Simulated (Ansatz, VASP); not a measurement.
# SnGeN2 (CuAu-ordered zincblende type (invented)): VASP beside Ansatz, part 2 of 2

Aim: how closely do two programs agree when they are given the same cell, functional and k mesh? The cell is generated by rule, not measured, and may not be a known phase. Of the first pair: The two relaxations start from unlike cells of this crystal (the structure described is Ansatz's start), so only their ends are compared.

VASP 6.6.1 and Ansatz 0.2.0.

So far: The structure; VASP: relaxation of cell and atoms, PBE, pair 1; Ansatz: relaxation of cell and atoms, PBE, pair 1; Side by side.

## (5) VASP: relaxation of cell and atoms, PBE, pair 2

Level of this step: PBE; plane waves and PAW (Ge_d, Sn_d, N); invented cell (VASP).

The relaxed volume is the usual yardstick between codes: in a stiff, nearly cubic crystal its relative difference is about their pressure difference at one cell divided by the bulk modulus. Its start cell is another than that of the pair before, and may be another structure of the material.

Contents of INCAR:

```
SYSTEM = SnGeN2
PREC = Accurate
ENCUT = 600
EDIFF = 1E-07
NELM = 120
ISMEAR = 0
SIGMA = 0.1
LREAL = .FALSE.
ALGO = Normal
GGA = PE
NBANDS = 25
LORBIT = 11
LWAVE = .FALSE.
LCHARG = .FALSE.
ISIF = 3
IBRION = 2
NSW = 80
EDIFFG = -0.005
LASPH = .TRUE.
GGA_COMPAT = .FALSE.
NELMIN = 4
KPAR = 2
```

Contents of POSCAR:

```
SnGeN2
1.0
    3.1851360000      0.0000000000      0.0000000000
    0.0000000000      3.1851360000      0.0000000000
    0.0000000000      0.0000000000      5.7864950000
Ge Sn N
1 1 2
Direct
    0.0000000000      0.0000000000      0.0000000000
    0.5000000000      0.5000000000      0.4999999136
    0.0000000000      0.5000000000      0.1832900573
    0.5000000000      0.0000000000      0.8167099427
```

Contents of KPOINTS:

```
Automatic mesh
0
Gamma
14 14 8
0 0 0
```

The projector-augmented-wave data sets are Ge_d, Sn_d and N (PBE family, release 64).

Command:

```
> mpirun -np 2 vasp_std
```

Numbers of over 12 decimals in the logs are rounded to 6 here.

What it wrote:

```text
[... set-up lines as in an earlier step ...]
 entering main loop
       N       E                     dE             d eps       ncg     rms          rms(c)
DAV:   1     0.356190021008E+03    0.35619E+03   -0.21148E+04 10261   0.356E+03
DAV:   2     0.329202054804E+02   -0.32327E+03   -0.31268E+03  9304   0.700E+02
DAV:   3    -0.247138408292E+02   -0.57634E+02   -0.56637E+02 10679   0.203E+02
DAV:   4    -0.275828092439E+02   -0.28690E+01   -0.28580E+01 10748   0.507E+01
[...]
DAV:  15    -0.233712881262E+02    0.36531E-06   -0.12861E-06 10445   0.733E-03    0.136E-03
DAV:  16    -0.233712880054E+02    0.12080E-06   -0.76004E-08  5795   0.264E-03    0.831E-04
DAV:  17    -0.233712879899E+02    0.15473E-07   -0.52587E-08  5195   0.195E-03
   1 F= -.23371288E+02 E0= -.23368031E+02  d E =-.233713E+02
[...]
2 F= -.23371821E+02 E0= -.23368552E+02  d E =-.533495E-03
[...]
3 F= -.23371840E+02 E0= -.23368568E+02  d E =-.551652E-03
[...]
4 F= -.23371984E+02 E0= -.23368702E+02  d E =-.144053E-03
 trial-energy change:   -0.000144  1 .order   -0.000146   -0.000307    0.000015
 step:   0.9864(harm=  0.9881)  dis= 0.00013  next Energy=   -23.371984 (dE=-0.144E-03)
 reached required accuracy - stopping structural energy minimisation
```

Parts of OUTCAR (step 5):

```text
  Total       -0.0060900     -0.0060900     -0.0097005      0.0000000      0.0000000      0.0000000
  in kB       -0.1667318     -0.1667318     -0.2655825      0.0000000      0.0000000      0.0000000
  external PRESSURE =      -0.1996820 kB  Pullay stress =       0.0000000 kB

 POSITION                                       TOTAL-FORCE (eV/Angst)
 -----------------------------------------------------------------------------------
      3.17528      0.00000     -0.00000        -0.000000     -0.000000      0.000000
      1.58764      1.58764      2.90211         0.000000      0.000000      0.000000
      3.17528      1.58764      1.06316         0.000000     -0.000000     -0.000855
      1.58764      0.00000      4.74106        -0.000000     -0.000000      0.000855
 -----------------------------------------------------------------------------------
    total drift:                                0.000000      0.000000      0.000178

  FREE ENERGIE OF THE ION-ELECTRON SYSTEM (eV)
  ---------------------------------------------------
  free  energy   TOTEN  =       -23.3719836949 eV

  energy  without entropy=      -23.3654205747  energy(sigma->0) =      -23.36870213

[... 1 part as in an earlier step ...]

[... 3 further parts left out ...]
[key lines of the parts left out:]
E-fermi :   7.2373
```

## (6) Ansatz: relaxation of cell and atoms, PBE, pair 2

The same cell, functional, mesh and smearing now go to Ansatz, which takes its cutoff from its data sets.

The cell is taken from a series of runs on this material, whose earlier steps may have relaxed, scaled, displaced or heated it; both programs get it as it stands.

Contents of input.yaml:

```yaml
crystal:
  lattice:
    - [3.1851360653, 0.0, 0.0]
    - [0.0, 3.1851360653, 0.0]
    - [0.0, 0.0, 5.7864948509]
  atoms:
    - { symbol: Ge, position: [0.0, 0.0, 0.0] }
    - { symbol: Sn, position: [0.5, 0.5, 0.5] }
    - { symbol: "N", position: [0.0, 0.5, 0.183290099] }
    - { symbol: "N", position: [0.5, 0.0, 0.816709901] }
kpoints:
  mp_grid: { grid: [14, 14, 8] }
hamiltonian:
  xc: pbe
scf:
  occupations: { method: gaussian, width: 0.1 }
output:
  forces: true
  stress: true
  eigenvalues: true
  write_density: true
  write_potential: true
  elf: true
  volumetric_format: npy
relax:
  adjacent_minimum: "off"
  f_tol: 0.005
  max_steps: 80
  cell: { stress_tol: 0.05 }
```

Command:

```
> ansatz run input.yaml --threads 2 --pin off --max-ram 5120MiB --backend cpu --events-out ev --progress --plain --runs-dir out
```

What it wrote:

```text
[...]
Crystal: 4 atoms, lattice volume = 58.705 Å³
Basis set: ecut = 420 eV, 1155 PW (Γ), exchange–correlation on 48×48×80 points (8 copies of the dense FFT grid, shifted against one another)
Bands: 23, of which v1, the nominal top of the filled ones, is band 19 counted from 1 (18 counted from 0)
Symmetry: 8 space group operations
[...]
--- Relaxed structure (3 steps of the walk, 3 accepted, 1 SCFs on fresh bases) ---
[...]
cell:  # Å, volume = 58.6174 Å³
    - [3.178352, 0.0, 0]
    - [0.0, 3.178352, 0.0]
    - [0, 0.0, 5.802600]
  atoms:
    - { symbol: Ge, position: [0, 0.0, 0] }
    - { symbol: Sn, position: [0.5, 0.5, 0.500000] }
    - { symbol: N, position: [0, 0.5, 0.183431] }
    - { symbol: N, position: [0.5, 0.0, 0.816569] }
[key lines of the parts left out:]
SCF converged after 7 iterations
Free energy (F): -11085.443331 eV
Fermi energy:    10.630532 eV
P = ⅓ Tr σ = -0.0217 GPa (-0.217 kbar)
```

## (7) Side by side

Both answers:

| quantity | Ansatz | VASP | difference |
| --- | --- | --- | --- |
| volume (Å³) | 58.62 | 58.52 | +0.17 % |
| edge a after relaxation, in the typed setting (Å) | 3.178 | 3.175 | +0.10 % |
| edge c after relaxation, in the typed setting (Å) | 5.803 | 5.804 | -0.03 % |

## (8) What came out

```
difference in volume (relaxation of cell and atoms, PBE, pair 1) : 0.20 %
difference in volume (relaxation of cell and atoms, PBE, pair 2) : 0.17 %
```

What this shows: The difference in volume is 0.20 % (relaxation of cell and atoms, PBE, pair 1), within the 1.2 % picked in this series as the mark of a large difference, as far as the stopping tolerances let one tell. Such differences can come from data sets, numerical settings and the points named under the comparisons, not from the functional's error against experiment.

[Lines on the potential files, build, host, timing and source positions are cut from VASP's logs without a mark.]

[Logs are printed without paths, hosts, clocks, repeated set-up lines and the standing remarks that a program may print on its own settings, such as how far it seeks lower states.]

[Hosts, paths, dates, database ids (printed as entryN), source tags and the programs' standing remarks are cut or masked in the printed files.]
